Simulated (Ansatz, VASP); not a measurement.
# CaHfSe3: VASP beside Ansatz

Wanted: the spread between two codes on one cell, functional and k mesh. The cell is generated by rule, not measured, and may not be a known phase. Of the first pair: The two relaxations start from unlike cells of this crystal (the structure described is Ansatz's start), so only their ends are compared.

Main program and level: Ansatz 0.2.0; plane waves, with VASP 6.6.1 beside it; relaxation of cell and atoms at LDA.

## (1) The starting structure

Symmetry: Pm-3m, No. 221, cubic system. The conventional cell has a = 5.272 Å, b = 5.272 Å, c = 5.272 Å, α = 90.00°, β = 90.00°, γ = 90.00°. Nearest to Ca lie 12 Se at 3.73 Å. Nearest to Hf lie 6 Se at 2.64 Å. Se has 2 Hf at 2.64 Å and 4 Ca at 3.73 Å nearest. Farther neighbours and most contacts between anions are not listed.

## (2) Ansatz: relaxation of cell and atoms, LDA, pair 1

Ansatz runs on its PAW soft_1 files.

The relaxed volume is the usual yardstick between codes: in a stiff, nearly cubic crystal its relative difference is about their pressure difference at one cell divided by the bulk modulus.

File input.yaml:

```yaml
crystal:
  lattice:
    - [5.2724, 0.0, 0.0]
    - [0.0, 5.2724, 0.0]
    - [0.0, 0.0, 5.2724]
  atoms:
    - { symbol: Ca, position: [0.0, 0.0, 0.0] }
    - { symbol: Hf, position: [0.5, 0.5, 0.5] }
    - { symbol: Se, position: [0.5, 0.5, 0.0] }
    - { symbol: Se, position: [0.5, 0.0, 0.5] }
    - { symbol: Se, position: [0.0, 0.5, 0.5] }
kpoints:
  mp_grid: { grid: [6, 6, 6] }
hamiltonian:
  xc: lda
  pseudopotentials: { kind: paw, azcp: { folder: soft_1 }, xc_functional: pbe }
scf:
  occupations: { method: gaussian, width: 0.01 }
output:
  forces: true
  stress: true
  eigenvalues: true
relax:
  adjacent_minimum: "off"
  f_tol: 0.005
  max_steps: 80
  cell: { stress_tol: 0.05 }
```

On the command line:

```
$ ansatz run input.yaml --threads 4 --pin off --max-ram 16384MiB --backend cpu --events-out ev --progress --plain --runs-dir out
```

Numbers of over 12 decimals in the logs are rounded to 6 here.

What it wrote:

```text
Engine: ansatz 0.2.0, aarch64-unknown-linux-gnu
Pseudopotentials: kind: paw
Pseudopotential: Ca, paw, valence charge 10, recommended cutoff 420 eV (normal), soft_1/Ca.paw.azcp
Pseudopotential: Hf, paw, valence charge 26, recommended cutoff 420 eV (normal), soft_1/Hf.paw.azcp
Pseudopotential: Se, paw, valence charge 16, recommended cutoff 420 eV (normal), soft_1/Se.paw.azcp
Functional definition: SPW92
  exchange = slater_x
  correlation = pw_c
Crystal: 5 atoms, lattice volume = 146.563 Å³
Basis set: ecut = 420 eV, 2897 PW (Γ)
Bands: 51, of which v1, the nominal top of the filled ones, is band 42 counted from 1 (41 counted from 0)
Symmetry: 48 space group operations
Space group: Pm-3m (ITA 221), of the structure as read, at distance tolerance 5.3e-5 Å
k-points: 20 of 216
Non-local potential: Ca, projectors of the file, l = 0: 3, l = 1: 2, l = 2: 2
Non-local potential: Hf, projectors of the file, l = 0: 3, l = 1: 2, l = 2: 2, l = 3: 3
Non-local potential: Se, projectors of the file, l = 0: 2, l = 1: 2, l = 2: 3, l = 3: 1
PAW form: soft (Blöchl's): semilocal exchange-correlation on the pseudo side does not see the compensation charge
PAW frozen core: Ca, regenerated for the run's functional, and the local potential with it (the file was generated under x = pbe(κ = 0.804, μ = 0.219515), c = pbe(β = 0.066725))
PAW frozen core: Hf, regenerated for the run's functional, and the local potential with it (the file was generated under x = pbe(κ = 0.804, μ = 0.219515), c = pbe(β = 0.066725))
PAW frozen core: Se, regenerated for the run's functional, and the local potential with it (the file was generated under x = pbe(κ = 0.804, μ = 0.219515), c = pbe(β = 0.066725))
PAW one-centre angular grid: Ca, 110 points (default); XC on 64 Gauss nodes
PAW one-centre angular grid: Hf, 590 points (default); XC on 64 Gauss nodes
PAW one-centre angular grid: Se, 590 points (default); XC on 64 Gauss nodes
Initial density: superposition of atomic densities (chi_scale 0.1, normalization cell, long waves kept (reshape's long-wave potential 0.00 eV rms))
Initial wavefunctions: pseudopotential atomic-orbital guess
Functional: x = slater, c = lda
SCF iter   1: F=—  HF=-33411.333881 eV  |F-HF|=—  |Δ(HF+E_count)|=         —  Δρ=9.98e-2  dr2=3.58e1  ethr=3.10e-3  ⟨swp⟩=8.0  Hψ=3970  notcnv=0
preconditioner: auto → LDOS  [metal: Δε(μ)=0.009 eV  Ē_g=6.333 eV  σ=0.010 eV  W_gap=0.47  n_scr=32 (ndim 8)  ℏωp=15.0 eV  f_vac=0.012  D(μ)=20.35/eV (n_scr^D=304)  β→1.0]
SCF iter   2: F=—  HF=-33407.072532 eV  |F-HF|=—  |Δ(HF+E_count)|=    4.26e0  Δρ=5.00e-2  dr2=6.15e0  ethr=3.10e-3  ⟨swp⟩=3.3  Hψ=2225  notcnv=0  defer=79
preconditioner: auto → Resta (q_TF=auto, 2.487 Å⁻¹)  ε∞=4.5  [insulator: Δε(μ)=0.125 eV  Ē_g=10.037 eV  σ=0.010 eV  W_gap=1.00  n_scr=32 (ndim 8)  ℏωp=18.9 eV  f_vac=0.042  D(μ)=0.00/eV (n_scr^D=0)  ε∞_Penn≈4.5  β→0.5]
SCF iter   3: F=—  HF=-33405.767535 eV  |F-HF|=—  |Δ(HF+E_count)|=    1.30e0  Δρ=1.47e-2  dr2=3.23e-1  ethr=3.10e-3  ⟨swp⟩=3.9  Hψ=2453  notcnv=0  defer=52
SCF iter   4: F=—  HF=-33405.740910 eV  |F-HF|=—  |Δ(HF+E_count)|=   2.66e-2  Δρ=1.07e-2  dr2=2.25e-1  ethr=3.84e-4  ⟨swp⟩=2.8  Hψ=2077  notcnv=0  defer=58
SCF iter   5: F=—  HF=-33405.679411 eV  |F-HF|=—  |Δ(HF+E_count)|=   6.15e-2  Δρ=3.99e-3  dr2=5.26e-2  ethr=2.68e-4  ⟨swp⟩=3.1  Hψ=1980  notcnv=0  defer=58
SCF iter   6: F=—  HF=-33405.667164 eV  |F-HF|=—  |Δ(HF+E_count)|=   1.22e-2  Δρ=8.53e-4  dr2=1.75e-3  ethr=6.26e-5  ⟨swp⟩=3.5  Hψ=1483  notcnv=0  defer=58
SCF iter   7: F=—  HF=-33405.666924 eV  |F-HF|=—  |Δ(HF+E_count)|=   2.39e-4  Δρ=2.68e-4  dr2=3.10e-4  ethr=2.08e-6  ⟨swp⟩=3.2  Hψ=2058  notcnv=0  defer=57
SCF iter   8: F=—  HF=-33405.666870 eV  |F-HF|=—  |Δ(HF+E_count)|=   5.44e-5  Δρ=1.68e-4  dr2=1.23e-4  ethr=3.69e-7  ⟨swp⟩=2.0  Hψ=1629  notcnv=0  defer=57
SCF iter   9: F=—  HF=-33405.666837 eV  |F-HF|=—  |Δ(HF+E_count)|=   3.24e-5  Δρ=3.48e-5  dr2=3.70e-6  ethr=1.46e-7  ⟨swp⟩=2.0  Hψ=1147  notcnv=0  defer=57
SCF iter  10: F=—  HF=-33405.666842 eV  |F-HF|=—  |Δ(HF+E_count)|=   4.55e-6  Δρ=8.70e-6  dr2=2.07e-7  ethr=4.40e-9  ⟨swp⟩=2.0  Hψ=1461  notcnv=0  defer=56
SCF iter  11: F=-33405.666842 eV  HF=-33405.666842 eV  |F-HF|=1.19e-9  |Δ(HF+E_count)|=   6.07e-9  Δρ=2.55e-6  dr2=9.45e-9  ethr=1.19e-10  ⟨swp⟩=10.4  Hψ=4886  notcnv=0
SCF 1 converged in 11 iterations: F = -33405.666842 eV  dr2 = 9.45e-9
  greatest PAW one-centre occupation: 1.000 electrons in one spin orbital (limit 2), on the Se atom at site 3 (counted from 0), in its partial waves of l = 2
relax step   1: F+E_penalty+E_count = -33405.66684198 eV  Δ(F+E_penalty+E_count) = +0.000e0 eV  max|allowed force component| = 1.239e-28 eV/Å  Δτ_max = 0.0000 Å  P = -6.580 GPa  Ω = 146.563 Å³  (11 SCF iters, dr2 threshold 1.00e-7 eV, accepted)
[...]
relax step   3: F+E_penalty+E_count = -33406.02481512 eV  Δ(F+E_penalty+E_count) = -3.590e-2 eV  max|allowed force component| = 9.874e-30 eV/Å  Δτ_max = 0.0000 Å  P = -0.429 GPa  Ω = 131.494 Å³  energy of the carried Pulay correction = +1.661e-3 eV  (9 SCF iters, dr2 threshold 5.00e-7 eV, accepted)
[...]
relax step   4: F+E_penalty+E_count = -33406.02598791 eV  Δ(F+E_penalty+E_count) = -1.173e-3 eV  max|allowed force component| = 1.667e-29 eV/Å  Δτ_max = 0.0000 Å  P = -0.029 GPa  Ω = 130.738 Å³  energy of the carried Pulay correction = +1.749e-3 eV  (5 SCF iters, dr2 threshold 4.59e-7 eV, accepted)
[...]
relax step   5: F+E_penalty+E_count = -33406.02422076 eV  Δ(F+E_penalty+E_count) = +1.767e-3 eV  max|allowed force component| = 1.838e-29 eV/Å  Δτ_max = 0.0000 Å  P = -0.028 GPa  Ω = 130.738 Å³  stress off target by 2.85e-2 GPa  SCF on the basis re-selected at this cell (its energy is not comparable with the rows above)  (6 SCF iters)
basis re-selected at this cell: Δ(F+E_penalty+E_count) = +1.767e-3 eV, ΔP = +0.000 GPa vs the last step (what re-selecting the basis moved, of the pressure what is left beyond the Pulay correction that the steps carried, after the strain that the cell walked since its last selection, with what the two solves' SCF thresholds leave and, on support functions, any second-order correction that the steps lacked; it is no m [...]
SCF converged after 6 iterations
Free energy (F): -33406.024221 eV
Harris-Foulkes:  -33406.024221 eV  (|F-HF|=1.46e-11)
Internal energy: -33406.024142 eV  (E = F + TS)
E sigma→0 (E₀):  -33406.024181 eV
Entropy (-TS):   -0.000079 eV (-0.016 meV/atom)
Fermi energy:    9.023159 eV
--- Per-component energies (eV) ---
  E_band       = -1506.884189
  E_kinetic    = 997.744908
  E_local      = -18307.182441  (includes V_loc(G=0)·N_el)
  E_nonlocal   = -885.138364
  E_hartree    = 9049.005597
  E_xc         = -646.371444
  E_vxc        = -686.507077  (∫ρ·V_xc dr)
  E_paw        = -14415.162514  (= ΣΔE_a)
  E_vpaw       = -723.811214  (= ΣTr[D̂ρ^β])
  E_aug_tail   = -0.001041  (compensation charges beyond the density's cutoff)
  E_ewald      = -9208.311177
  E_core_change = 9.392334  (= ΣΔE_core)
  E_smearing   = -0.000079  (= −TS)
  E_closure    = -0.000000  (closes the sum)
  Σ components = -33406.024221   (vs F -33406.024221, Δ=0.00e0)
--- Forces (eV/Å), atoms counted from 1 ---
  atom   1  Ca     0.00000000     0.00000000     0.00000000
  atom   2  Hf     0.00000000     0.00000000     0.00000000
  atom   3  Se     0.00000000    -0.00000000     0.00000000
  atom   4  Se    -0.00000000     0.00000000    -0.00000000
  atom   5  Se    -0.00000000     0.00000000     0.00000000
  max |Σ_I F_I| component: 2.38e-29 eV/Å
--- Stress (GPa, compression-positive) ---
       -0.028479       0.000000      -0.000000
        0.000000      -0.028479       0.000000
       -0.000000       0.000000      -0.028479
  P = ⅓ Tr σ = -0.0285 GPa (-0.285 kbar)
--- Band table (eV; the first three rows and the last of 20) ---
  k-point 0: bands = [... 38 lower, 7.5817, 8.4213, 8.4213, 8.4213, 9.0149, 9.0149, 9.0149, 9.7641, ... 5 higher]
  k-point 1: bands = [... 38 lower, 7.3341, 7.4199, 8.2085, 8.2085, 9.0623, 9.9097, 9.9097, 10.2750, ... 5 higher]
  k-point 2: bands = [... 38 lower, 6.3439, 6.9477, 8.1161, 8.1161, 9.1669, 11.1552, 11.1670, 11.1670, ... 5 higher]
  k-point 19: bands = [... 38 lower, 4.8626, 9.0315, 9.0315, 9.0315, 10.0147, 11.2801, 11.2801, 11.2801, ... 5 higher]
--- Relaxed structure (4 steps of the walk, 4 accepted, 1 SCFs on fresh bases) ---
  F+E_penalty+E_count = -33406.02422076 eV   max|allowed force component| = 1.838e-29 eV/Å   (the final SCF, on the basis selected at the relaxed cell)
  cell:  # Å, volume = 130.7385 Å³
    - [5.075371, 0, 0]
    - [0, 5.075371, 0]
    - [0, 0, 5.075371]
  atoms:
    - { symbol: Ca, position: [0, 0, 0] }
    - { symbol: Hf, position: [0.5, 0.5, 0.5] }
    - { symbol: Se, position: [0.5, 0.5, 0] }
    - { symbol: Se, position: [0.5, 0, 0.5] }
    - { symbol: Se, position: [0, 0.5, 0.5] }
```

## (3) VASP: relaxation of cell and atoms, LDA, pair 1

Its own start cell and the same functional (in two slightly different forms), mesh and smearing now go to VASP, with its own data sets.

Lines of VASP's logs that name or quote its potential files are left out, and so is its time.

File INCAR:

```
SYSTEM = CaHfSe3
PREC = Accurate
ENCUT = 500
EDIFF = 1E-07
NELM = 120
ISMEAR = 0
SIGMA = 0.01
LREAL = .FALSE.
ALGO = Normal
GGA = CA
NBANDS = 25
LASPH = .TRUE.
LORBIT = 11
LWAVE = .FALSE.
LCHARG = .FALSE.
ISIF = 3
IBRION = 2
NSW = 80
EDIFFG = -0.005
GGA_COMPAT = .FALSE.
NELMIN = 4
KPAR = 2
```

File POSCAR:

```
CaHfSe3
1.0
    5.0764982227      0.0000000000      0.0000000000
    0.0000000000      5.0764982227      0.0000000000
    0.0000000000      0.0000000000      5.0764982227
Ca Hf Se
1 1 3
Direct
    0.0000000000      0.0000000000      0.0000000000
    0.5000000000      0.5000000000      0.5000000000
    0.5000000000      0.5000000000      0.0000000000
    0.5000000000      0.0000000000      0.5000000000
    0.0000000000      0.5000000000      0.5000000000
```

File KPOINTS:

```
Automatic mesh
0
Gamma
6 6 6
0 0 0
```

The projector-augmented-wave data sets are Ca_sv, Hf_pv and Se (LDA family, release 64).

On the command line:

```
$ mpirun -np 2 vasp_std
```

What it wrote:

```text
[banner, memory and clock lines left out]
running    2 mpi-ranks, on    1 nodes
 distrk:  each k-point on    1 cores,    2 groups
 distr:  one band on    1 cores,    1 groups

 POSCAR found type information on POSCAR CaHfSe
 POSCAR found :  3 types and       5 ions
 LDA part: xc-table for (Slater(with rela. corr.)+CA(PZ))
 , standard interpolation
 POSCAR, INCAR and KPOINTS ok, starting setup
 FFT: planning ... GRIDC
 FFT: planning ... GRID_SOFT
 FFT: planning ... GRID
 WAVECAR not read
 entering main loop
       N       E                     dE             d eps       ncg     rms          rms(c)
DAV:   1     0.239785797122E+03    0.23979E+03   -0.17656E+04  1000   0.133E+03
DAV:   2    -0.150662245151E+02   -0.25485E+03   -0.25010E+03  1231   0.308E+02
DAV:   3    -0.328092280038E+02   -0.17743E+02   -0.17159E+02  1387   0.675E+01
DAV:   4    -0.334092056860E+02   -0.59998E+00   -0.59883E+00  1624   0.114E+01
DAV:   5    -0.334154721294E+02   -0.62664E-02   -0.62643E-02  1406   0.112E+00    0.552E+01
DAV:   6    -0.317570996228E+02    0.16584E+01   -0.47397E+00  1201   0.812E+00    0.367E+01
DAV:   7    -0.316510383394E+02    0.10606E+00   -0.17756E+00  1393   0.578E+00    0.461E+00
DAV:   8    -0.316153828410E+02    0.35655E-01   -0.10083E+00  1269   0.374E+00    0.100E+00
DAV:   9    -0.315778026981E+02    0.37580E-01   -0.22649E-01  1269   0.174E+00    0.597E-01
DAV:  10    -0.315771172279E+02    0.68547E-03   -0.12199E-02  1340   0.562E-01    0.837E-01
DAV:  11    -0.315772260814E+02   -0.10885E-03   -0.40302E-04  1455   0.112E-01    0.890E-02
DAV:  12    -0.315769706710E+02    0.25541E-03   -0.90515E-04  1375   0.122E-01    0.980E-02
DAV:  13    -0.315769735943E+02   -0.29232E-05   -0.94266E-05  1246   0.439E-02    0.459E-02
DAV:  14    -0.315769732805E+02    0.31376E-06   -0.61529E-06  1494   0.101E-02    0.256E-02
DAV:  15    -0.315769729933E+02    0.28718E-06   -0.13329E-06  1510   0.556E-03    0.428E-03
DAV:  16    -0.315769729969E+02   -0.35548E-08   -0.12344E-07  1030   0.190E-03
   1 F= -.31576973E+02 E0= -.31576967E+02  d E =-.315770E+02
 curvature:   0.00 expect dE= 0.000E+00 dE for cont linesearch  0.000E+00
 trial: gam= 0.00000 g(F)=  0.000E+00 g(S)=  0.296E-04 ort = 0.000E+00 (trialstep = 0.100E+01)
 search vector abs. value=  0.296E-04
 bond charge predicted
       N       E                     dE             d eps       ncg     rms          rms(c)
DAV:   1    -0.315771129923E+02   -0.14000E-03   -0.37696E-03  1257   0.402E-01    0.178E-01
DAV:   2    -0.315770133065E+02    0.99686E-04   -0.28282E-04  1356   0.965E-02    0.398E-02
DAV:   3    -0.315769802398E+02    0.33067E-04   -0.56359E-05  1500   0.443E-02    0.148E-02
DAV:   4    -0.315769758843E+02    0.43555E-05   -0.21747E-05  1731   0.235E-02    0.146E-02
DAV:   5    -0.315769761340E+02   -0.24966E-06   -0.10966E-06  1404   0.584E-03    0.770E-03
DAV:   6    -0.315769761810E+02   -0.46987E-07   -0.42779E-07  1586   0.242E-03
   2 F= -.31576976E+02 E0= -.31576972E+02  d E =-.318407E-05
 trial-energy change:   -0.000003  1 .order   -0.000003   -0.000030    0.000023
 step:   0.5663(harm=  0.5663)  dis= 0.00000  next Energy=   -31.576981 (dE=-0.837E-05)
 reached required accuracy - stopping structural energy minimisation
```

OUTCAR, selected parts (step 3):

```text
ion  position               nearest neighbor table
   1  0.000  0.000  0.000-
   2  0.500  0.500  0.500-   3 2.54   4 2.54   5 2.54   3 2.54   4 2.54   5 2.54
   3  0.500  0.500  0.000-   2 2.54   2 2.54
   4  0.500  0.000  0.500-   2 2.54   2 2.54
   5  0.000  0.500  0.500-   2 2.54   2 2.54

  LATTYP: Found a simple cubic cell.
 ALAT       =     5.0764982227

 Subroutine GETGRP returns: Found 48 space group operations
 (whereof 48 operations were pure point group operations)

The static configuration has the point symmetry O_h .

 Found     20 irreducible k-points:

   k-points           NKPTS =     20   k-points in BZ     NKDIM =     20   number of bands    NBANDS=     25

   dimension x,y,z NGX =    40 NGY =   40 NGZ =   40
   dimension x,y,z NGXF=    80 NGYF=   80 NGZF=   80

   ENCUT  =  500.0 eV  36.75 Ry    6.06 a.u.   9.26  9.26  9.26*2*pi/ulx,y,z

   NELECT =      38.0000    total number of electrons

 k-points in reciprocal lattice and weights: Automatic mesh
   0.00000000  0.00000000  0.00000000       0.005
   0.16666667  0.00000000  0.00000000       0.028
   0.33333333  0.00000000  0.00000000       0.028
   0.50000000  0.00000000  0.00000000       0.014
   0.16666667  0.16666667  0.00000000       0.056
   0.33333333  0.16666667  0.00000000       0.111
   0.50000000  0.16666667  0.00000000       0.056
   0.33333333  0.33333333  0.00000000       0.056
   0.50000000  0.33333333  0.00000000       0.056
[...]
0.50000000  0.50000000  0.33333333       0.028
   0.50000000  0.50000000  0.50000000       0.005

 average (electrostatic) potential at core
       1 -47.6659       2 -39.6301       3 -60.3341       4 -60.3341       5 -60.3341

 E-fermi :   3.6184

 k-point     1 :       0.0000    0.0000    0.0000
  band No.  band energies     occupation
    ...
     18       3.0022      2.00000
     19       3.0022      2.00000
     20       3.6012      1.98454
     21       3.6012      1.98453
     22       3.6012      1.98453
     23       4.3711      0.00000
     24       5.1712      0.00000
     25       5.1712      0.00000

 k-point     2 :       0.1667    0.0000    0.0000
  band No.  band energies     occupation
    ...
     15       1.6648      2.00000
     16       1.9179      2.00000
     17       2.0047      2.00000
     18       2.7911      2.00000
     19       2.7911      2.00000
     20       3.6487      0.00002
     21       4.4963      0.00000
     22       4.4963      0.00000
     23       4.8807      0.00000
     24       5.3574      0.00000
    ...

 k-point     3 :       0.3333    0.0000    0.0000
  band No.  band energies     occupation
    ...
     15       0.9338      2.00000
     16       0.9338      2.00000
     17       1.5298      2.00000
     18       2.6991      2.00000
     19       2.6991      2.00000
     20       3.7537      0.00000
     21       5.7518      0.00000
     22       5.7591      0.00000
     23       5.7591      0.00000
     24       5.9332      0.00000
    ...

  Total        0.0244771      0.0244771      0.0244771     -0.0000000      0.0000000      0.0000000
  in kB        0.3000399      0.3000399      0.3000399     -0.0000000      0.0000000      0.0000000
  external PRESSURE =       0.3000399 kB  Pullay stress =       0.0000000 kB

  energy-cutoff  :      500.00
  volume of cell :      130.70
      direct lattice vectors                 reciprocal lattice vectors
     5.074932546  0.000000000 -0.000000000     0.197046954  0.000000000 -0.000000000
    -0.000000000  5.074932546 -0.000000000    -0.000000000  0.197046954 -0.000000000
     0.000000000  0.000000000  5.074932546     0.000000000  0.000000000  0.197046954

 POSITION                                       TOTAL-FORCE (eV/Angst)
 -----------------------------------------------------------------------------------
      0.00000      0.00000      0.00000         0.000000     -0.000000      0.000000
      2.53747      2.53747      2.53747        -0.000000      0.000000      0.000000
      2.53747      2.53747     -0.00000        -0.000000     -0.000000      0.000000
      2.53747      0.00000      2.53747        -0.000000      0.000000      0.000000
     -0.00000      2.53747      2.53747         0.000000      0.000000      0.000000
 -----------------------------------------------------------------------------------
    total drift:                                0.000000     -0.000000     -0.000000

  FREE ENERGIE OF THE ION-ELECTRON SYSTEM (eV)
  ---------------------------------------------------
  free  energy   TOTEN  =       -31.5769761810 eV

  energy  without entropy=      -31.5769674814  energy(sigma->0) =      -31.57697183

 reached required accuracy - stopping structural energy minimisation

 total charge
# of ion       s       p       d       tot
------------------------------------------
    1        2.004   5.811   0.155   7.970
    2        0.327   6.561   1.631   8.520
    3        1.455   2.473   0.023   3.951
    4        1.455   2.473   0.023   3.951
    5        1.455   2.473   0.023   3.951
--------------------------------------------------
tot          6.697  19.790   1.854  28.341

[... 3 further parts left out ...]
```

CONTCAR:

```
CaHfSe3
   1.00000000000000
     5.0749325459785943    0.0000000000000000   -0.0000000000000000
    -0.0000000000000000    5.0749325459785943   -0.0000000000000000
     0.0000000000000000    0.0000000000000000    5.0749325459785943
  Ca              Hf              Se
     1     1     3
Direct
     0.0000000000000000    0.0000000000000000    0.0000000000000000
     0.5000000000000000    0.5000000000000000    0.5000000000000000
     0.5000000000000000    0.5000000000000000    0.0000000000000000
     0.5000000000000000    0.0000000000000000    0.5000000000000000
     0.0000000000000000    0.5000000000000000    0.5000000000000000
```

Harder data sets than Hf_pv exist (the GW ones), and pressures, volumes and forces can shift noticeably with them.

## (4) Differences

Known differences besides the potentials themselves: the two LDA forms differ slightly; the data sets hold 84 valence electrons in Ansatz (on its PAW soft_1 files) and 38 in VASP; the cutoff is 420 eV in Ansatz and 500 eV in VASP; VASP's log shows a relativistic correction to its local exchange, Ansatz's none; Ansatz adds a Pulay correction to the stress that steers its cell, VASP none. Total energies have different zeros and are not compared.

The two programs side by side:

| quantity | Ansatz | VASP | difference |
| --- | --- | --- | --- |
| volume (Å³) | 130.74 | 130.70 | +0.03 % |
| edge a after relaxation, in the typed setting (Å) | 5.075 | 5.075 | +0.01 % |

(Part 1 of 2 ends here.)

[Lines on the potential files, build, host, timing and source positions are cut from VASP's logs without a mark.]

[Logs are printed without paths, hosts, clocks, repeated set-up lines and the standing remarks that a program may print on its own settings, such as how far it seeks lower states.]

[Hosts, paths, dates, database ids (printed as entryN), source tags and the programs' standing remarks are cut or masked in the printed files.]
